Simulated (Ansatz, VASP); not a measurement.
# Zr5Si4 (Zr5Si4 (P4_12_12)) in two plane-wave programs, part 2 of 2

One calculation is typed for both programs; each brings its own data sets. How far apart do they land? Of the first pair: The structure shown is the start of the Ansatz relaxation below; VASP solves that cell, so the two are compared at the walk's first step.

VASP 6.6.1 and Ansatz 0.2.0.

So far. Step 3 (VASP: single point, PBEsol, start cell, pair 1): The run ends at a pressure of -3.29 GPa, with forces up to 0.097 eV/Å.

### 5. Ansatz: relaxation, PBEsol

Level of this step: Ansatz beside VASP: Kohn-Sham DFT, plane waves, PBEsol (Ansatz).

This run makes the geometry at which the two programs are then compared. The cell compared in this pair holds 649.78 Å³, against 665.83 Å³ for the pair before.

The structure compared here is the end of the Ansatz relaxation.

File input.yaml:

```yaml
crystal:
  lattice:
    - [7.1429808, 0.0, 0.0]
    - [0.0, 7.1429808, 0.0]
    - [0.0, 0.0, 13.04987]
  atoms:
    - { symbol: Zr, position: [0.35464197, 0.50135746, 0.37661745] }
    - { symbol: Zr, position: [0.85464197, 0.99864254, 0.37338255] }
    - { symbol: Zr, position: [0.00135746, 0.14535803, 0.12661745] }
    - { symbol: Zr, position: [0.99864254, 0.85464197, 0.62661745] }
    - { symbol: Zr, position: [0.64535803, 0.49864254, 0.87661745] }
    - { symbol: Zr, position: [0.50135746, 0.35464197, 0.62338255] }
    - { symbol: Zr, position: [0.49864254, 0.64535803, 0.12338255] }
    - { symbol: Zr, position: [0.14535803, 0.00135746, 0.87338255] }
    - { symbol: Zr, position: [0.99888298, 0.64904114, 0.0355835] }
    - { symbol: Zr, position: [0.00111702, 0.35095886, 0.5355835] }
    - { symbol: Zr, position: [0.64904114, 0.99888298, 0.9644165] }
    - { symbol: Zr, position: [0.14904114, 0.50111702, 0.7855835] }
    - { symbol: Zr, position: [0.85095886, 0.49888298, 0.2855835] }
    - { symbol: Zr, position: [0.50111702, 0.14904114, 0.2144165] }
    - { symbol: Zr, position: [0.49888298, 0.85095886, 0.7144165] }
    - { symbol: Zr, position: [0.35095886, 0.00111702, 0.4644165] }
    - { symbol: Zr, position: [0.67554902, 0.67554902, 0.5] }
    - { symbol: Zr, position: [0.82445098, 0.17554902, 0.75] }
    - { symbol: Zr, position: [0.17554902, 0.82445098, 0.25] }
    - { symbol: Zr, position: [0.32445098, 0.32445098, 0.0] }
    - { symbol: Si, position: [0.05152916, 0.69951719, 0.4381884] }
    - { symbol: Si, position: [0.94847084, 0.30048281, 0.9381884] }
    - { symbol: Si, position: [0.69951719, 0.05152916, 0.5618116] }
    - { symbol: Si, position: [0.19951719, 0.44847084, 0.1881884] }
    - { symbol: Si, position: [0.80048281, 0.55152916, 0.6881884] }
    - { symbol: Si, position: [0.44847084, 0.19951719, 0.8118116] }
    - { symbol: Si, position: [0.55152916, 0.80048281, 0.3118116] }
    - { symbol: Si, position: [0.30048281, 0.94847084, 0.0618116] }
    - { symbol: Si, position: [0.85282317, 0.79445734, 0.82231958] }
    - { symbol: Si, position: [0.14717683, 0.20554266, 0.32231958] }
    - { symbol: Si, position: [0.79445734, 0.85282317, 0.17768042] }
    - { symbol: Si, position: [0.29445734, 0.64717683, 0.57231958] }
    - { symbol: Si, position: [0.70554266, 0.35282317, 0.07231958] }
    - { symbol: Si, position: [0.64717683, 0.29445734, 0.42768042] }
    - { symbol: Si, position: [0.35282317, 0.70554266, 0.92768042] }
    - { symbol: Si, position: [0.20554266, 0.14717683, 0.67768042] }
basis:
  ecutwfc: 420
  xc_grid: 2
hamiltonian:
  xc: pbesol
kpoints:
  mp_grid: { grid: [6, 6, 3] }
scf:
  occupations: { method: fermi_dirac, width: 0.05 }
  max_iter: 150
output:
  forces: true
  stress: true
relax:
  f_tol: 0.01
  max_steps: 60
  cell: {}
checkpoint:
  write: "../pbesol.run"
  compress: false
  write_wavefunctions: false
  write_every: 100000
```

Run with:

```console
$ ansatz run input.yaml --threads 4 --pin off --max-ram 6594MiB --backend cpu --events-out ev --progress --plain --runs-dir out
```

Numbers of over 12 decimals in the logs are rounded to 6 here.

The log of the run:

```text
[...]
Crystal: 36 atoms, lattice volume = 665.833 Å³
Basis set: ecut = 420 eV, 13015 PW (Γ), exchange–correlation on 96×96×180 points (8 copies of the dense FFT grid, shifted against one another)
Bands: 188, of which v1, the nominal top of the filled ones, is band 152 counted from 1 (151 counted from 0)
Symmetry: 8 space group operations
[...]
- { symbol: Si, position: [0.450126, 0.198728, 0.812180] }
    - { symbol: Si, position: [0.549874, 0.801272, 0.312180] }
    - { symbol: Si, position: [0.301272, 0.950126, 0.062180] }
[...]
- { symbol: Si, position: [0.705547, 0.353375, 0.072804] }
    - { symbol: Si, position: [0.646625, 0.294453, 0.427196] }
    - { symbol: Si, position: [0.353375, 0.705547, 0.927196] }
    - { symbol: Si, position: [0.205547, 0.146625, 0.677196] }
[key lines of the parts left out:]
SCF converged after 4 iterations
Free energy (F): -92552.110104 eV
Fermi energy:    13.266687 eV
P = ⅓ Tr σ = -0.0044 GPa (-0.044 kbar)
```

### 6. VASP: single point, PBEsol, relaxed cell, pair 2

The same cell, functional, mesh and smearing now go to VASP, with its own data sets.

File INCAR:

```
SYSTEM = Zr5Si4
PREC = Accurate
ENCUT = 500
EDIFF = 1E-06
NELM = 120
ISMEAR = -1
SIGMA = 0.05
LREAL = Auto
ALGO = Normal
GGA = PS
NBANDS = 180
LASPH = .TRUE.
LORBIT = 11
LWAVE = .FALSE.
LCHARG = .FALSE.
ISIF = 2
GGA_COMPAT = .FALSE.
KPAR = 4
```

File POSCAR:

```
Zr5Si4
1.0
    7.0851303096      0.0000000000      0.0000000000
    0.0000000000      7.0851303096      0.0000000000
    0.0000000000      0.0000000000     12.9440680215
Zr Si
20 16
Direct
    0.3543818021      0.5015335240      0.3767044587
    0.8543818021      0.9984664760      0.3732955413
    0.0015335240      0.1456181979      0.1267044587
    0.9984664760      0.8543818021      0.6267044587
    0.6456181979      0.4984664760      0.8767044587
    0.5015335240      0.3543818021      0.6232955413
    0.4984664760      0.6456181979      0.1232955413
    0.1456181979      0.0015335240      0.8732955413
    0.9990209821      0.6502509679      0.0351641935
    0.0009790179      0.3497490321      0.5351641935
    0.6502509679      0.9990209821      0.9648358065
    0.1502509679      0.5009790179      0.7851641935
    0.8497490321      0.4990209821      0.2851641935
    0.5009790179      0.1502509679      0.2148358065
    0.4990209821      0.8497490321      0.7148358065
    0.3497490321      0.0009790179      0.4648358065
    0.6748578637      0.6748578637      0.5000000000
    0.8251421363      0.1748578637      0.7500000000
    0.1748578637      0.8251421363      0.2500000000
    0.3251421363      0.3251421363      1.0000000000
    0.0498739629      0.6987281319      0.4378197362
    0.9501260371      0.3012718681      0.9378197362
    0.6987281319      0.0498739629      0.5621802638
    0.1987281319      0.4501260371      0.1878197362
    0.8012718681      0.5498739629      0.6878197362
    0.4501260371      0.1987281319      0.8121802638
    0.5498739629      0.8012718681      0.3121802638
    0.3012718681      0.9501260371      0.0621802638
    0.8533745598      0.7944529521      0.8228038177
    0.1466254402      0.2055470479      0.3228038177
    0.7944529521      0.8533745598      0.1771961823
    0.2944529521      0.6466254402      0.5728038177
    0.7055470479      0.3533745598      0.0728038177
    0.6466254402      0.2944529521      0.4271961823
    0.3533745598      0.7055470479      0.9271961823
    0.2055470479      0.1466254402      0.6771961823
```

File KPOINTS:

```
Automatic mesh
0
Gamma
6 6 3
0 0 0
```

The projector-augmented-wave data sets are Zr_sv and Si (PBE family, release 64).

Run with:

```console
$ mpirun -np 4 vasp_std
```

The log of the run:

```text
[banner, memory and clock lines left out]
running    4 mpi-ranks, on    1 nodes
[...]
[... a notice as in an earlier step ...]

 LDA part: xc-table for (Slater+PW92), standard interpolation
 POSCAR, INCAR and KPOINTS ok, starting setup
[...]
entering main loop
       N       E                     dE             d eps       ncg     rms          rms(c)
DAV:   1     0.292338846758E+04    0.29234E+04   -0.14891E+05  7200   0.160E+03
DAV:   2    -0.118528578774E+02   -0.29352E+04   -0.28424E+04  7876   0.468E+02
DAV:   3    -0.296438455226E+03   -0.28459E+03   -0.27699E+03 10584   0.115E+02
DAV:   4    -0.326319090029E+03   -0.29881E+02   -0.29704E+02 10792   0.307E+01
[...]
DAV:  15    -0.309045595472E+03    0.11647E-05   -0.11229E-06  4976   0.304E-03    0.433E-03
DAV:  16    -0.309045594301E+03    0.11716E-05   -0.90262E-07  4840   0.248E-03    0.153E-03
DAV:  17    -0.309045594296E+03    0.47839E-08   -0.37276E-07  4648   0.156E-03
   1 F= -.30904559E+03 E0= -.30896753E+03  d E =-.156128E+00
```

OUTCAR, selected parts (step 6):

```text
  Total        0.7623572      0.7623572      0.6893764      0.0000000      0.0000000      0.0000000
  in kB        1.8797610      1.8797610      1.6998106      0.0000000      0.0000000      0.0000000
  external PRESSURE =       1.8197775 kB  Pullay stress =       0.0000000 kB

 POSITION                                       TOTAL-FORCE (eV/Angst)
 -----------------------------------------------------------------------------------
      2.51084      3.55343      4.87609        -0.002180     -0.001133     -0.000922
      6.05341      7.07427      4.83196        -0.002180      0.001133      0.000922
      0.01087      1.03172      1.64007        -0.001133      0.002180     -0.000922
      7.07427      6.05341      8.11211         0.001133     -0.002180     -0.000922
      4.57429      3.53170     11.34812         0.002180      0.001133     -0.000922
      3.55343      2.51084      8.06798        -0.001133     -0.002180      0.000922
      3.53170      4.57429      1.59595         0.001133      0.002180      0.000922
      1.03172      0.01087     11.30400         0.002180     -0.001133      0.000922
      7.07819      4.60711      0.45517        -0.002438      0.001605     -0.002860
      0.00694      2.47802      6.92720         0.002438     -0.001605     -0.002860
      4.60711      7.07819     12.48890         0.001605     -0.002438      0.002860
      1.06455      3.54950     10.16322         0.001605      0.002438     -0.002860
      6.02058      3.53563      3.69118        -0.001605     -0.002438     -0.002860
      3.54950      1.06455      2.78085         0.002438      0.001605      0.002860
[...]
-----------------------------------------------------------------------------------
    total drift:                               -0.000000      0.000000      0.000000

  FREE ENERGIE OF THE ION-ELECTRON SYSTEM (eV)
  ---------------------------------------------------
  free  energy   TOTEN  =      -309.0455942959 eV

  energy  without entropy=     -308.8894658741  energy(sigma->0) =     -308.96753009

[... 2 further parts left out ...]
[key lines of the parts left out:]
E-fermi :   9.5007
```

The run ends at a pressure of 0.18 GPa, with forces up to 0.0073 eV/Å.

### 7. Differences

What differs besides the data sets and the points named for the pairs above, as far as they apply: the cutoff is 420 eV in Ansatz and 500 eV in VASP (PREC = Accurate, projectors in real space); Ansatz's pressure holds a Pulay correction, VASP's none. Total energies have different zeros and are not compared.

Both answers:

```tsv
quantity	Ansatz	VASP	difference
pressure (GPa)	0.00	0.18	-0.19
```

At this near-relaxed geometry the largest component of a force difference is 6 meV/Å.

### 8. Results

```yaml
r_m_s_force_difference_single_point_pbesol_start_cell_pair_1: 2.5 meV/Å
difference_in_pressure_single_point_pbesol_relaxed_cell_pair_2: -0.19 GPa
```

The r.m.s. force difference is 2.5 meV/Å (single point, PBEsol, start cell, pair 1), within the 12 meV/Å picked in this series as the mark of a large difference. Such differences can come from data sets, numerical settings and the points named under the comparisons, not from the functional's error against experiment.

[Lines on the potential files, build, host, timing and source positions are cut from VASP's logs without a mark.]

[Logs are printed without paths, hosts, clocks, repeated set-up lines and the standing remarks that a program may print on its own settings, such as how far it seeks lower states.]

[Hosts, paths, dates, database ids (printed as entryN), source tags and the programs' standing remarks are cut or masked in the printed files.]
